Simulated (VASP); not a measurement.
Calculation: SCAN meta-GGA, VASP's PBE PAW potentials (set 64) (plane waves; VASP).

The input files of a VASP run:

**KPOINTS**
```
Automatic
0
gamma
  9 9 9
0 0 0
```

POSCAR:
```
Ni3Si
1
    3.5183580880     0.0000000000     0.0000000000
    0.0000000000     3.5183580880     0.0000000000
    0.0000000000     0.0000000000     3.5183580880
Si Ni
1 3
Direct
  0.0000000000   0.0000000000   0.0000000000
  0.0000000000   0.5000000000   0.5000000000
  0.5000000000   0.0000000000   0.5000000000
  0.5000000000   0.5000000000   0.0000000000
```

**INCAR**
```
# general
SYSTEM =Ni3Si
PREC   =Accurate
ENCUT  =520   # plane-wave cut-off (eV)
LREAL  =.False.
LASPH  =.True.

# electronic loop
EDIFF  =1E-7   # SCF stop (eV)
NELM   =100
ALGO   =Normal
LMAXMIX=4   # l cut-off of mixed one-centre charges
LMIXTAU=.True.

# smearing
ISMEAR =1
SIGMA  =0.1   # width (eV)

# functional
METAGGA=SCAN

# ions
ISIF   =2   # forces and stress, cell fixed

# output
LWAVE  =.False.
LCHARG =.False.
```

POTCAR, in this order: Si Ni (PBE.64 set). Program: vasp_std.

The resulting files:

**OSZICAR**
```
       N       E                     dE             d eps       ncg     rms          rms(c)
DAV:   1     0.168359794981E+03    0.16836E+03   -0.16329E+04  1470   0.221E+03
DAV:   2    -0.560206645847E+02   -0.22438E+03   -0.21676E+03  1470   0.385E+02
DAV:   3    -0.677923818536E+02   -0.11772E+02   -0.11252E+02  1563   0.118E+02
DAV:   4    -0.680587969528E+02   -0.26642E+00   -0.26388E+00  1708   0.159E+01
DAV:   5    -0.680685795354E+02   -0.97826E-02   -0.97599E-02  1736   0.283E+00    0.202E+01
DAV:   6    -0.646101141837E+02    0.34585E+01   -0.70441E+01  1674   0.142E+02    0.193E+01
DAV:   7    -0.601832841672E+02    0.44268E+01   -0.18822E+01  1623   0.734E+01    0.403E+00
DAV:   8    -0.601526142110E+02    0.30670E-01   -0.86676E-01  1639   0.769E+00    0.218E+00
DAV:   9    -0.601231476257E+02    0.29467E-01   -0.25013E-01  1681   0.751E+00    0.642E-01
DAV:  10    -0.601330295729E+02   -0.98819E-02   -0.37254E-02  1523   0.209E+00    0.315E-01
DAV:  11    -0.601359778157E+02   -0.29482E-02   -0.15835E-02  1490   0.142E+00    0.119E-01
DAV:  12    -0.601346963953E+02    0.12814E-02   -0.16709E-02  1480   0.144E+00    0.985E-02
DAV:  13    -0.601337709169E+02    0.92548E-03   -0.19545E-03  1560   0.551E-01    0.315E-02
DAV:  14    -0.601338286594E+02   -0.57743E-04   -0.36357E-04  1625   0.241E-01    0.229E-02
DAV:  15    -0.601338361307E+02   -0.74713E-05   -0.31493E-04  1546   0.231E-01    0.776E-03
DAV:  16    -0.601338465326E+02   -0.10402E-04   -0.43816E-05  1520   0.815E-02    0.842E-03
DAV:  17    -0.601338052620E+02    0.41271E-04   -0.14239E-05  1633   0.391E-02    0.238E-03
DAV:  18    -0.601338116095E+02   -0.63475E-05   -0.56271E-06  1545   0.281E-02    0.127E-03
DAV:  19    -0.601338108768E+02    0.73266E-06   -0.13782E-06  1530   0.147E-02    0.846E-04
DAV:  20    -0.601338113292E+02   -0.45241E-06   -0.38406E-07  1415   0.799E-03    0.300E-04
DAV:  21    -0.601338110833E+02    0.24592E-06   -0.11830E-07   935   0.433E-03    0.262E-04
DAV:  22    -0.601338104204E+02    0.66287E-06   -0.93764E-09   805   0.123E-03    0.854E-05
DAV:  23    -0.601338105646E+02   -0.14413E-06   -0.34183E-09   800   0.711E-04    0.505E-05
DAV:  24    -0.601338104860E+02    0.78571E-07   -0.74465E-10   790   0.321E-04
   1 F= -.60133810E+02 E0= -.60133588E+02  d E =-.667070E-03
```

File OUTCAR:
```
------------------------ aborting loop because EDIFF is reached ----------------------------------------
  FORCE on cell =-STRESS in cart. coord.  units (eV):
  Direction    XX          YY          ZZ          XY          YZ          ZX
  --------------------------------------------------------------------------------------
  Total       -3.6456277     -3.6456277     -3.6456277     -0.0000000     -0.0000000     -0.0000000
  in kB     -134.1105002   -134.1105002   -134.1105002     -0.0000000     -0.0000000     -0.0000000
  external PRESSURE =    -134.1105002 kB  Pullay stress =       0.0000000 kB
  volume of cell :       43.55
      direct lattice vectors                 reciprocal lattice vectors
     3.518358088  0.000000000  0.000000000     0.284223486  0.000000000  0.000000000
     0.000000000  3.518358088  0.000000000     0.000000000  0.284223486  0.000000000
     0.000000000  0.000000000  3.518358088     0.000000000  0.000000000  0.284223486
 POSITION                                       TOTAL-FORCE (eV/Angst)
 -----------------------------------------------------------------------------------
      0.00000      0.00000      0.00000         0.000000      0.000000      0.000000
      0.00000      1.75918      1.75918         0.000000      0.000000      0.000000
      1.75918      0.00000      1.75918         0.000000      0.000000      0.000000
      1.75918      1.75918      0.00000         0.000000      0.000000      0.000000
 -----------------------------------------------------------------------------------
    total drift:                                0.000000      0.000000      0.000000
  FREE ENERGIE OF THE ION-ELECTRON SYSTEM (eV)
  ---------------------------------------------------
  free  energy   TOTEN  =       -60.1338104860 eV

  energy  without entropy=      -60.1331434164  energy(sigma->0) =      -60.13358813
```
(Selected blocks of OUTCAR.)

The compound is Ni3Si in the L1_2 structure. This cell is one point of a volume scan, at 1.06 of the reference volume. The run is not spin-polarised, so no magnetic state was tried.
